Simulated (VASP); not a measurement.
A cell of ZrS$_{2}$ (1T layered) near equilibrium:

```
ZrS2
1.0
    1.84526    -3.19609     0.00000
    1.84526     3.19609     0.00000
    0.00000     0.00000     6.04162
Zr S
1 2
Direct
  0.00000   0.00000   0.00000
  0.33333   0.66667   0.23785
  0.66667   0.33333   0.76215
```

All values below come from r2SCAN meta-GGA, VASP's PBE PAW potentials (set 64) (plane waves; VASP 6.6.1).

| run | ΔE (meV/atom) | σxx | σyy | σzz | largest shear component, with its sign (GPa) | largest force (eV/Å) | gap (eV) |
|---|---|---|---|---|---|---|---|
| as it is | 0.0 | 0.05 | 0.05 | 0.05 | 0.00 | 0.015 | 1.38 |
| after one change | 31.1 | 0.79 | 0.44 | 1.19 | -4.78 | 1.016 | 1.28 |
Stress is in GPa, positive when the cell is compressed; gaps are those on the k-mesh, and 0.00 means metallic.

**Question.** Name the change that produced these shifts.
(A) atom 2 (S) moved by 0.200 Å along x
(B) shear strain γ_yz = -0.5 %
(C) biaxial strain of -1.0 % in the xz plane
(D) atom 2 (S) moved by -0.075 Å along y

**Answer.** A, atom 2 (S) moved by 0.200 Å along x

The compound is ZrS2 in the 1T layered structure.
